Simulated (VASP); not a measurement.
# From one sheet to two: 1T-TiTe2 monolayer, part 9 of 9

What are the lattice, gap and band positions of 1T-TiTe2 monolayer, and what does a second sheet change?

VASP 6.6.1, plane waves and PAW; the level of theory is named at each step.

So far. Step 12 (A rigid stacking): Energy at zero smearing: -131.07906 eV. Step 13 (Relaxing the bilayer): The run ended after 16 ionic steps, 0.011 eV below its first step, once the forces on the free atoms met EDIFFG = -0.004.

### 14. Levels and bands of the bilayer

Level of this step: r2SCAN with rVV10, no spin polarisation; plane waves and PAW (Ti, Te) (VASP).

The same static run as for one sheet shows what the neighbour does to the levels.

Input file INCAR:

```
SYSTEM = TiTe2
PREC = Normal
ENCUT = 350
EDIFF = 1E-06
NELM = 120
ISMEAR = 0
SIGMA = 0.03
LREAL = .FALSE.
ALGO = Normal
METAGGA = R2SCAN
LUSE_VDW = .TRUE.
IVDW_NL = 2
BPARAM = 11.95
CPARAM = 0.0093
LASPH = .TRUE.
NBANDS = 22
LORBIT = 11
LWAVE = .FALSE.
LCHARG = .FALSE.
KPAR = 4
IDIPOL = 3
LDIPOL = .TRUE.
DIPOL = 0.5 0.5 0.5
LVHAR = .TRUE.
LVACPOTAV = .TRUE.
NEDOS = 1500
```

Input file POSCAR:

```
TiTe2
1.0
    3.7482642872      0.0000000000      0.0000000000
   -1.8741321436      3.2460920928      0.0000000000
    0.0000000000      0.0000000000     26.9765032512
Ti Te
2 4
Direct
    0.0000000000      0.0000000000      0.3759928434
    0.0000000000      0.0000000000      0.6240071566
    0.3333333300      0.6666666700      0.3121075466
    0.6666666700      0.3333333300      0.4391358674
    0.3333333300      0.6666666700      0.5608641326
    0.6666666700      0.3333333300      0.6878924534
```

Input file KPOINTS:

```
Automatic mesh
0
Gamma
9 9 1
0 0 0
```

Input file KPOINTS_OPT:

```
Line mode
14
Line-mode
Reciprocal
  0.00000000   0.00000000   0.00000000 GAMMA
  0.50000000   0.00000000   0.00000000 M

  0.50000000   0.00000000   0.00000000 M
  0.33333333   0.33333333   0.00000000 K

  0.33333333   0.33333333   0.00000000 K
  0.00000000   0.00000000   0.00000000 GAMMA
```

Potentials, in the order of the species: Ti and Te (PBE family, release 64).

Command:

```sh
$ mpirun -np 4 vasp_std
```

Log:

```text
[... set-up lines as in an earlier step ...]
 entering main loop
       N       E                     dE             d eps       ncg     rms          rms(c)
Total rVV10 correction in eV:      1.0611827    52.3574024
Total rVV10 correction in eV:      1.0611827    52.3574024
Total rVV10 correction in eV:      1.0611827    52.3574024
Total rVV10 correction in eV:      1.0611827    52.3574024
DAV:   1     0.941222617524E+02    0.94122E+02   -0.82902E+03   528   0.813E+02
DAV:   2    -0.116207141787E+03   -0.21033E+03   -0.20426E+03   752   0.194E+02
DAV:   3    -0.138331107910E+03   -0.22124E+02   -0.21424E+02   690   0.701E+01
DAV:   4    -0.139181336604E+03   -0.85023E+00   -0.83391E+00   736   0.150E+01
DAV:   5    -0.139200784118E+03   -0.19448E-01   -0.19425E-01   748   0.246E+00    0.193E+01
Total rVV10 correction in eV:      1.0535743    52.3577553
Total rVV10 correction in eV:      1.0535743    52.3577553
Total rVV10 correction in eV:      1.0535743    52.3577553
Total rVV10 correction in eV:      1.0535743    52.3577553
DAV:   6    -0.134744777916E+03    0.44560E+01   -0.62863E+01   706   0.424E+01    0.186E+01
Total rVV10 correction in eV:      1.0517775    52.3604637
Total rVV10 correction in eV:      1.0517775    52.3604637
Total rVV10 correction in eV:      1.0517775    52.3604637
Total rVV10 correction in eV:      1.0517775    52.3604637
DAV:   7    -0.132483293884E+03    0.22615E+01   -0.62439E+01   706   0.588E+01    0.122E+01
Total rVV10 correction in eV:      1.0464696    52.3591824
Total rVV10 correction in eV:      1.0464696    52.3591824
Total rVV10 correction in eV:      1.0464696    52.3591824
Total rVV10 correction in eV:      1.0464696    52.3591824
DAV:   8    -0.131313825182E+03    0.11695E+01   -0.45595E+00   668   0.130E+01    0.455E+00
Total rVV10 correction in eV:      1.0462305    52.3591154
Total rVV10 correction in eV:      1.0462305    52.3591154
Total rVV10 correction in eV:      1.0462305    52.3591154
Total rVV10 correction in eV:      1.0462305    52.3591154
DAV:   9    -0.131135128265E+03    0.17870E+00   -0.23576E+00   722   0.935E+00    0.223E+00
Total rVV10 correction in eV:      1.0484819    52.3591151
Total rVV10 correction in eV:      1.0484819    52.3591151
Total rVV10 correction in eV:      1.0484819    52.3591151
Total rVV10 correction in eV:      1.0484819    52.3591151
DAV:  10    -0.131140504550E+03   -0.53763E-02   -0.50676E-01   696   0.516E+00    0.124E+00
Total rVV10 correction in eV:      1.0500565    52.3589627
Total rVV10 correction in eV:      1.0500565    52.3589627
Total rVV10 correction in eV:      1.0500565    52.3589627
Total rVV10 correction in eV:      1.0500565    52.3589627
DAV:  11    -0.131125507855E+03    0.14997E-01   -0.62469E-02   716   0.176E+00    0.542E-01
Total rVV10 correction in eV:      1.0514512    52.3587407
Total rVV10 correction in eV:      1.0514512    52.3587407
Total rVV10 correction in eV:      1.0514512    52.3587407
Total rVV10 correction in eV:      1.0514512    52.3587407
DAV:  12    -0.131127123330E+03   -0.16155E-02   -0.17550E-03   662   0.275E-01    0.400E-01
Total rVV10 correction in eV:      1.0528170    52.3584824
Total rVV10 correction in eV:      1.0528170    52.3584824
Total rVV10 correction in eV:      1.0528170    52.3584824
Total rVV10 correction in eV:      1.0528170    52.3584824
DAV:  13    -0.131126145831E+03    0.97750E-03   -0.80157E-03   702   0.568E-01    0.101E-01
Total rVV10 correction in eV:      1.0535781    52.3582585
Total rVV10 correction in eV:      1.0535781    52.3582585
Total rVV10 correction in eV:      1.0535781    52.3582585
Total rVV10 correction in eV:      1.0535781    52.3582585
DAV:  14    -0.131126534800E+03   -0.38897E-03   -0.32414E-04   630   0.101E-01    0.557E-02
Total rVV10 correction in eV:      1.0541386    52.3580235
Total rVV10 correction in eV:      1.0541386    52.3580235
Total rVV10 correction in eV:      1.0541386    52.3580235
Total rVV10 correction in eV:      1.0541386    52.3580235
DAV:  15    -0.131126874437E+03   -0.33964E-03   -0.94553E-05   546   0.502E-02    0.355E-02
Total rVV10 correction in eV:      1.0551094    52.3575447
Total rVV10 correction in eV:      1.0551094    52.3575447
Total rVV10 correction in eV:      1.0551094    52.3575447
Total rVV10 correction in eV:      1.0551094    52.3575447
DAV:  16    -0.131127408861E+03   -0.53442E-03   -0.29093E-04   528   0.849E-02    0.205E-02
Total rVV10 correction in eV:      1.0553925    52.3574405
Total rVV10 correction in eV:      1.0553925    52.3574405
Total rVV10 correction in eV:      1.0553925    52.3574405
Total rVV10 correction in eV:      1.0553925    52.3574405
DAV:  17    -0.131127535096E+03   -0.12623E-03   -0.66869E-05   718   0.486E-02    0.201E-02
Total rVV10 correction in eV:      1.0556746    52.3573902
Total rVV10 correction in eV:      1.0556746    52.3573902
Total rVV10 correction in eV:      1.0556746    52.3573902
Total rVV10 correction in eV:      1.0556746    52.3573902
DAV:  18    -0.131127792353E+03   -0.25726E-03   -0.39808E-05   546   0.316E-02    0.124E-02
Total rVV10 correction in eV:      1.0557513    52.3573902
Total rVV10 correction in eV:      1.0557513    52.3573902
Total rVV10 correction in eV:      1.0557513    52.3573902
Total rVV10 correction in eV:      1.0557513    52.3573902
DAV:  19    -0.131127894289E+03   -0.10194E-03   -0.34345E-05   606   0.294E-02    0.350E-03
Total rVV10 correction in eV:      1.0557428    52.3573902
Total rVV10 correction in eV:      1.0557428    52.3573902
Total rVV10 correction in eV:      1.0557428    52.3573902
Total rVV10 correction in eV:      1.0557428    52.3573902
DAV:  20    -0.131127956994E+03   -0.62705E-04   -0.10334E-05   494   0.129E-02    0.231E-03
Total rVV10 correction in eV:      1.0557185    52.3573904
Total rVV10 correction in eV:      1.0557185    52.3573904
Total rVV10 correction in eV:      1.0557185    52.3573904
Total rVV10 correction in eV:      1.0557185    52.3573904
DAV:  21    -0.131128002763E+03   -0.45769E-04   -0.45048E-06   476   0.104E-02    0.276E-03
Total rVV10 correction in eV:      1.0556935    52.3574041
Total rVV10 correction in eV:      1.0556935    52.3574041
Total rVV10 correction in eV:      1.0556935    52.3574041
Total rVV10 correction in eV:      1.0556935    52.3574041
DAV:  22    -0.131128015022E+03   -0.12259E-04   -0.11679E-06   366   0.715E-03    0.151E-03
Total rVV10 correction in eV:      1.0556822    52.3574065
Total rVV10 correction in eV:      1.0556822    52.3574065
Total rVV10 correction in eV:      1.0556822    52.3574065
Total rVV10 correction in eV:      1.0556822    52.3574065
DAV:  23    -0.131128031368E+03   -0.16346E-04   -0.14157E-06   376   0.719E-03    0.763E-04
Total rVV10 correction in eV:      1.0556800    52.3574026
Total rVV10 correction in eV:      1.0556800    52.3574026
Total rVV10 correction in eV:      1.0556800    52.3574026
Total rVV10 correction in eV:      1.0556800    52.3574026
DAV:  24    -0.131128036883E+03   -0.55155E-05   -0.78288E-07   346   0.644E-03    0.915E-04
Total rVV10 correction in eV:      1.0556777    52.3573987
Total rVV10 correction in eV:      1.0556777    52.3573987
Total rVV10 correction in eV:      1.0556777    52.3573987
Total rVV10 correction in eV:      1.0556777    52.3573987
DAV:  25    -0.131128038716E+03   -0.18331E-05   -0.25141E-07   310   0.405E-03    0.353E-04
Total rVV10 correction in eV:      1.0556772    52.3573984
Total rVV10 correction in eV:      1.0556772    52.3573984
Total rVV10 correction in eV:      1.0556772    52.3573984
Total rVV10 correction in eV:      1.0556772    52.3573984
DAV:  26    -0.131128039290E+03   -0.57359E-06   -0.26283E-07   302   0.420E-03
 [... a notice as in an earlier step ...]

Total rVV10 correction in eV:      1.0556779    52.3573980
Total rVV10 correction in eV:      1.0556779    52.3573980
Total rVV10 correction in eV:      1.0556779    52.3573980
Total rVV10 correction in eV:      1.0556779    52.3573980
Total rVV10 correction in eV:      1.0556770    52.3573981
Total rVV10 correction in eV:      1.0556770    52.3573981
Total rVV10 correction in eV:      1.0556770    52.3573981
Total rVV10 correction in eV:      1.0556770    52.3573981
   1 F= -.13112804E+03 E0= -.13112656E+03  d E =-.296003E-02
 Start KPOINTS_OPT (optional k-point list driver)
k-point batch [1-12\42]
       N       E                     dE             ncg
DAV:   1     0.561732551733E+03   -0.29778E+04      528
DAV:   2    -0.142848456423E+04   -0.19902E+04      648
DAV:   3    -0.165391263358E+04   -0.22543E+03      680
DAV:   4    -0.166807460181E+04   -0.14162E+02      808
DAV:   5    -0.166832966349E+04   -0.25506E+00      772
DAV:   6    -0.166833589199E+04   -0.62285E-02      804
DAV:   7    -0.166833606520E+04   -0.17321E-03      752
DAV:   8    -0.166833607099E+04   -0.57927E-05      636
DAV:   9    -0.166833607120E+04   -0.20304E-06      378
[...]
k-point batch [37-42\42]
       N       E                     dE             ncg
DAV:   1     0.409888237024E+04   -0.29232E+03      264
DAV:   2     0.315911396084E+04   -0.93977E+03      300
DAV:   3     0.304355473315E+04   -0.11556E+03      372
DAV:   4     0.303673270651E+04   -0.68220E+01      404
DAV:   5     0.303656113695E+04   -0.17157E+00      370
DAV:   6     0.303655751055E+04   -0.36264E-02      390
DAV:   7     0.303655735944E+04   -0.15112E-03      384
DAV:   8     0.303655735537E+04   -0.40705E-05      382
DAV:   9     0.303655735526E+04   -0.10379E-06      210
```

The job ended after 3.6 min (4 MPI ranks of Intel Xeon Platinum 8259CL at 2.50GHz (Skylake/Cascade Lake), shared host; peak memory 1.5 GiB).

OUTCAR, selected parts (step 14):

```text
   NELECT =      32.0000    total number of electrons

 E-fermi :   0.1444

 k-point     1 :       0.0000    0.0000    0.0000
  band No.  band energies     occupation
    ...
      8      -1.6581      2.00000
      9      -1.6581      2.00000
     10      -1.6335      2.00000
     11      -1.6335      2.00000
     12      -0.6288      2.00000
     13       0.5461      0.00000
     14       0.5461      0.00000
     15       0.5489      0.00000
     16       0.5489      0.00000
     17       0.6871      0.00000
    ...

  Total        0.4339632      0.4339632     -0.0505232      0.0000000      0.0000000      0.0000000
  in kB        2.1182966      2.1182966     -0.2466179      0.0000000      0.0000000      0.0000000
  external PRESSURE =       1.3299917 kB  Pullay stress =       0.0000000 kB

 POSITION                                       TOTAL-FORCE (eV/Angst)
 -----------------------------------------------------------------------------------
      0.00000      0.00000     10.14297        -0.000000     -0.000000      0.003139
      0.00000      0.00000     16.83353         0.000000      0.000000     -0.003139
     -0.00000      2.16406      8.41957         0.000000     -0.000000      0.000839
      1.87413      1.08203     11.84635         0.000000     -0.000000     -0.000602
     -0.00000      2.16406     15.13015        -0.000000      0.000000      0.000602
      1.87413      1.08203     18.55693         0.000000      0.000000     -0.000839
 -----------------------------------------------------------------------------------
    total drift:                                0.000000     -0.000000      0.000000

  FREE ENERGIE OF THE ION-ELECTRON SYSTEM (eV)
  ---------------------------------------------------
  free  energy   TOTEN  =      -131.1280392899 eV

  energy  without entropy=     -131.1250792559  energy(sigma->0) =     -131.12655927

 vacuum level on the upper side and lower side of the slab         5.183         5.183

[... 10 parts as in an earlier step ...]

[... 8 further parts left out ...]
```

This step gave:

* electronic steps: 26
* vacuum levels: 5.183, 5.183 eV
* work functions of the upper and lower face: 5.039, 5.039 eV

Electronic bands along the path, in eV, zero at the Fermi level; # counts the bands kept, so #1 is VASP's band 5:

```csv
point,#9,#10,#11,#12,#13,#14,#15,#16
Γ,0.40,0.40,0.40,0.40,0.54,0.98,0.99,0.99
0.54 of the way,-1.49,-0.90,-0.73,-0.62,0.14,0.26,1.35,1.38
M,-2.02,-1.62,-0.97,-0.80,-0.14,0.01,1.21,1.22
0.46 of the way,-2.15,-2.14,-1.96,-1.77,0.53,0.70,1.27,1.27
K,-2.31,-2.31,-2.07,-2.07,1.15,1.16,1.19,1.19
0.46 of the way,-1.81,-1.78,-1.33,-1.01,0.60,0.68,1.11,1.29
Γ,0.40,0.40,0.40,0.40,0.54,0.98,0.99,0.99
```

Of the projections kept (Ti, Te), the largest for each band there; the rest of the weight can lie on other orbitals:

```csv
point,#9,#10,#11,#12,#13,#14,#15,#16
Γ,Ti 0.98,Ti 0.98,Ti 0.98,Ti 0.98,Ti 0.93,Ti 0.84,Te 0.91,Te 0.91
M,Ti 0.60,Te 0.77,Te 0.79,Te 0.79,Ti 0.91,Ti 0.87,Ti 1.00,Ti 1.00
K,Te 0.60,Te 0.60,Te 0.56,Te 0.56,Ti 0.97,Ti 0.97,Ti 0.93,Ti 0.93
Γ,Ti 0.98,Ti 0.98,Ti 0.98,Ti 0.98,Ti 0.93,Ti 0.84,Te 0.91,Te 0.91
```

Zero at the Fermi level. The planar average of the electrostatic potential by height:

height (Å), planar average of the electrostatic potential (eV) and a bar from the least value:
```
        0        5.0 ##############################
        1        5.0 ##############################
        2        5.0 ##############################
        3        5.0 ##############################
        4        5.0 ##############################
        5        5.0 ##############################
        6        5.0 ##############################
        7        3.9 ############################
        8      -10.7 #######
        9       -8.7 ##########
       10       -2.8 ##################
       11       -4.3 ################
       12      -14.9 
       13        2.6 ##########################
       14        2.5 ##########################
       15      -15.1 
       16       -4.0 #################
       17       -2.8 ##################
       18       -9.2 #########
       19      -10.2 #######
       20        4.0 ############################
       21        5.0 ##############################
       22        5.0 ##############################
       23        5.0 ##############################
       24        5.0 ##############################
       25        5.0 ##############################
       26        5.0 ##############################
```

Density of states in the PAW spheres, an atom over height of the layer and energy from the Fermi level.

Ten even steps from '_' (0.00 states/eV) to '@' (2.09 states/eV), each cell a mean:
```
__@@____@@__
__--____--__
__..____..__
..::....::..
....____....
--==----==--
--##----##--
--++::::++--
::--::::--::
::::::::::::
....____....
::::::::::::
..::::::::..
__........__
____________
____________
____________
____________
____________
____________
____________
____________
```
Columns: height of the layer (Å) from 8.4 to 18.6 (not evenly spaced); rows upwards: energy from the Fermi level (eV) from -7.9 to 0.5.

The map of layer states is cut here 0.5 eV above the Fermi level, so it leaves out the states above that.

The vacuum level lies 5.04 eV above the Fermi level at the upper face; both faces agree, as the slab has next to no dipole.

The program found no field-free point at its default tolerance, but its printed level agrees with the flat part of the planar average.

On this mesh the fine structure of the density of states is sampling noise, and high empty states may be cut by the number of bands.

### 15. Derived quantities

This step: monolayer and bilayer, r2SCAN + rVV10; plane waves and PAW (VASP 6.6.1).

This step runs nothing: it gathers the runs above.

Numbers from this step:

```yaml
polarisability_per_area_of_the_slab_or_monolayer: 0.4804 Å
binding_energy: -21.59 meV/Å²
interlayer_gap: 3.284 Å
bilayer_gap: 0 eV
bilayer_level_below_vacuum: 5.039 eV
lattice_a: 3.748 Å
lattice_b: 3.748 Å
thickness: 3.438 Å
monolayer_gap: 0 eV
```

VASP counts both for electrons: a positive EFIELD is a field along -c, and a positive dipole, in electrons times A, points along -c. Field, by row:

```csv
EFIELD (eV/Å),dipole along z of the monolayer (e Å),energy change of the monolayer (eV)
-0.1,-0.04059,-0.002032
0,0,0
0.1,0.04059,-0.002032
```

Rigid sheets, 3.1 Å apart. Stackings, by row:

```csv
stacking,energy above the lowest (meV/Å²)
"same orientation, shift 0.00 0.00",0
"turned by 180 degrees, shift 0.33 0.67",3.018
"same orientation, shift 0.67 0.33",5.604
"turned by 180 degrees, shift 0.00 0.00",35.25
"same orientation, shift 0.33 0.67",35.66
```

The polarisability is the slope of the dipole against the field, as a volume for each unit of area.

### 16. What came out

```json
{"lattice a": "3.75 Å", "monolayer gap": "0 eV", "binding energy": "-21.6 meV/Å²", "interlayer gap": "3.28 Å", "bilayer gap": "0 eV", "polarisability per area of the slab or monolayer": "0.480 Å"}
```

The monolayer relaxes to a = 3.748 Å and has no gap. The work function is 5.00 eV at both faces. Of 5 rigid stackings the lowest has the upper sheet in the same orientation and shifted by (0.00, 0.00) in cell vectors, and the highest lies 35.7 meV/Å² above it. Relaxed, the sheets lie 3.28 Å apart and bind by 21.6 meV/Å². All runs are without spin polarisation. The bilayer keeps the monolayer's lattice, and only high-symmetry stackings were tried. The run with spin-orbit coupling gave no result. The smallest cell can't hold a superstructure such as a charge-density wave.

[Lines on the potential files, build, host, timing and source positions are cut from VASP's logs without a mark.]

[Logs are printed without paths, hosts, clocks, repeated set-up lines and the standing remarks that a program may print on its own settings, such as how far it seeks lower states.]

[Hosts, paths, dates, database ids (printed as entryN), source tags and the programs' standing remarks are cut or masked in the printed files.]

[Runs that stopped without an error message from VASP are left out.]
